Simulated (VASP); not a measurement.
Sc (hcp) is relaxed at rising pressure, each step from the one before. Symmetry mostly holds the structure type, and other phases were not tried. The mesh follows the cell, and a change of mesh leaves a small step in the series.

Here is the system:

```
Sc
1.0
    1.66036    -2.87584     0.00000
    1.66036     2.87584     0.00000
    0.00000     0.00000     5.16000
Sc
2
Direct
  0.33333   0.66667   0.25000
  0.66667   0.33333   0.75000
```

Method: PBE GGA, VASP's PBE PAW potentials (set 64) (plane waves; VASP 6.6.1). Run with 500 eV cut-off, 13×13×7 Γ-centred mesh, first-order Methfessel-Paxton smearing of 0.10 eV, potentials Sc_sv.

| P (GPa) | V (Å³/atom) | H − H(0) (eV/atom) | space group | gap on the mesh (eV) | k-mesh |
|---|---|---|---|---|---|
| 0 | 24.64 | 0.000 | P6_3/mmc | 0.00 | 13×13×7 |
| 5 | 22.75 | 0.738 | P6_3/mmc | 0.00 | 13×13×7 |
| 10 | [?] | [?] | P6_3/mmc | 0.00 | 13×13×8 |
| 20 | 19.23 | 2.687 | P6_3/mmc | 0.00 | 14×14×8 |
| 30 | [?] | [?] | P6_3/mmc | 0.00 | 14×14×8 |
| 45 | 16.02 | 5.418 | P6_3/mmc | 0.00 | 15×15×8 |

Task: What belongs in the gaps?

Result: 
- 30, V (Å³/atom): 17.72
- 30, H − H(0) (eV/atom): 3.839
- 10, V (Å³/atom): 21.29
- 10, H − H(0) (eV/atom): 1.425

Pressures at which the relaxation failed are left out.

The compound is Sc in the hcp structure.
